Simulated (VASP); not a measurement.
Level of theory: PBE GGA, VASP's PBE PAW potentials (set 64) (plane waves; VASP 6.6.1).

Input for VASP

File KPOINTS:
```
Automatic mesh
0
Gamma
4 4 2
0 0 0
```

**INCAR**
```
LCHARG  =  F
NELM  =  100
LASPH  =  T   # aspherical one-centre terms
GGA  =  PE
SYSTEM  =  LaN
ISIF  =  2   # forces and stress, cell fixed
ALGO  =  Normal   # blocked Davidson
EDIFF  =  1E-6   # SCF stop (eV)
PREC  =  Accurate
ENCUT  =  520
SIGMA  =  0.05
LWAVE  =  F
LMAXMIX  =  6   # l cut-off of mixed one-centre charges
ISMEAR  =  0   # Gaussian
LREAL  =  F
```

### POSCAR
```
LaN
1
    3.1422690000    -2.2963250000     0.0000000000
    3.1422690000     2.2963250000     0.0000000000
   -1.1405290000     0.0000000000     6.7864240000
La N
2 2
Direct
  0.0000000000   0.5000000000   0.0000000000
  0.5000000000   0.0000000000   0.5000000000
  0.5816000000   0.4184000000   0.2500000000
  0.4184000000   0.5816000000   0.7500000000
```

POTCAR, in this order: La N (PBE.64 set). Program: vasp_std.

Output

File OSZICAR:
```
       N       E                     dE             d eps       ncg     rms          rms(c)
DAV:   1     0.374358820348E+03    0.37436E+03   -0.12247E+04   560   0.220E+03
DAV:   2     0.506301845844E+02   -0.32373E+03   -0.31823E+03   928   0.386E+02
DAV:   3    -0.273477635730E+02   -0.77978E+02   -0.77178E+02   920   0.214E+02
DAV:   4    -0.356276202885E+02   -0.82799E+01   -0.82034E+01  1056   0.579E+01
DAV:   5    -0.362033918536E+02   -0.57577E+00   -0.57363E+00   968   0.182E+01    0.138E+01
DAV:   6    -0.312271912576E+02    0.49762E+01   -0.81201E+01   976   0.465E+01    0.102E+01
DAV:   7    -0.298309022825E+02    0.13963E+01   -0.18440E+01   932   0.414E+01    0.337E+00
DAV:   8    -0.297848198551E+02    0.46082E-01   -0.70457E-01   992   0.863E+00    0.167E+00
DAV:   9    -0.297651344812E+02    0.19685E-01   -0.20273E-01  1068   0.403E+00    0.486E-01
DAV:  10    -0.297645230785E+02    0.61140E-03   -0.42506E-02  1056   0.160E+00    0.212E-01
DAV:  11    -0.297648967581E+02   -0.37368E-03   -0.31414E-03  1016   0.463E-01    0.102E-01
DAV:  12    -0.297649424037E+02   -0.45646E-04   -0.38460E-04  1032   0.197E-01    0.245E-02
DAV:  13    -0.297649367505E+02    0.56531E-05   -0.15937E-04   968   0.130E-01    0.593E-03
DAV:  14    -0.297649393796E+02   -0.26291E-05   -0.18125E-05   800   0.317E-02    0.673E-03
DAV:  15    -0.297649392197E+02    0.15993E-06   -0.71059E-06   672   0.304E-02
   1 F= -.29764939E+02 E0= -.29764923E+02  d E =-.326977E-04
```

### OUTCAR
```
------------------------ aborting loop because EDIFF is reached ----------------------------------------
  FORCE on cell =-STRESS in cart. coord.  units (eV):
  Direction    XX          YY          ZZ          XY          YZ          ZX
  --------------------------------------------------------------------------------------
  Total       -5.1068699     -8.5091379     -8.5464090      0.0000000      0.0000000      0.7362425
  in kB      -83.5444643   -139.2029519   -139.8126786      0.0000000      0.0000000     12.0443607
  external PRESSURE =    -120.8533649 kB  Pullay stress =       0.0000000 kB
  volume of cell :       97.94
      direct lattice vectors                 reciprocal lattice vectors
     3.142269000 -2.296325000  0.000000000     0.159120686 -0.217739214  0.026741883
     3.142269000  2.296325000  0.000000000     0.159120686  0.217739214  0.026741883
    -1.140529000  0.000000000  6.786424000     0.000000000  0.000000000  0.147353009
 POSITION                                       TOTAL-FORCE (eV/Angst)
 -----------------------------------------------------------------------------------
      1.57113      1.14816      0.00000        -0.000000      0.000000      0.000000
      1.00087     -1.14816      3.39321        -0.000000     -0.000000      0.000000
      2.85714     -0.37476      1.69661        -0.000000     -0.194697      0.000000
      2.28687      0.37476      5.08982         0.000000      0.194697      0.000000
 -----------------------------------------------------------------------------------
    total drift:                                0.000000     -0.000000      0.000000
  FREE ENERGIE OF THE ION-ELECTRON SYSTEM (eV)
  ---------------------------------------------------
  free  energy   TOTEN  =       -29.7649392197 eV

  energy  without entropy=      -29.7649065220  energy(sigma->0) =      -29.76492287
```
(Selected blocks of OUTCAR.)

The structure was generated: LaN was put into the tenorite type (C2/c), which need not be its known phase. The cell was not relaxed at this level. The k-mesh is coarse (spacing up to 0.46 per Å, 2π included), so the numbers may not be converged in it. The run is one of a series of settings (KPOINTS 4×4×2 Γ-centred mesh against the base run), some of them coarse on purpose.
